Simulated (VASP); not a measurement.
Given:

```
Sn
1.0
    0.00000     3.24450     3.24450
    3.24450     0.00000     3.24450
    3.24450     3.24450     0.00000
Sn
2
Direct
  0.00000   0.00000   0.00000
  0.25000   0.25000   0.25000
```

The numbers are results of PBE GGA, VASP's PBE PAW potentials (set 64) (plane waves; VASP), not measurements. Numerical set-up: 300 eV cut-off, 9×9×9 Γ-centred mesh, Fermi-Dirac smearing of 0.050 eV, potentials Sn_d.

At this cut-off the stress carries a Pulay error, which pulls relaxed volumes low.

Give the stress tensor in GPa (positive for a compressed cell).

```
2.89  0.00  0.00
0.00  2.89  0.00
0.00  0.00  2.89
```
The pressure is its mean diagonal, 2.89 GPa.

The structure is a typed Sn crystal (Fd-3m). The cell was not relaxed at this level.
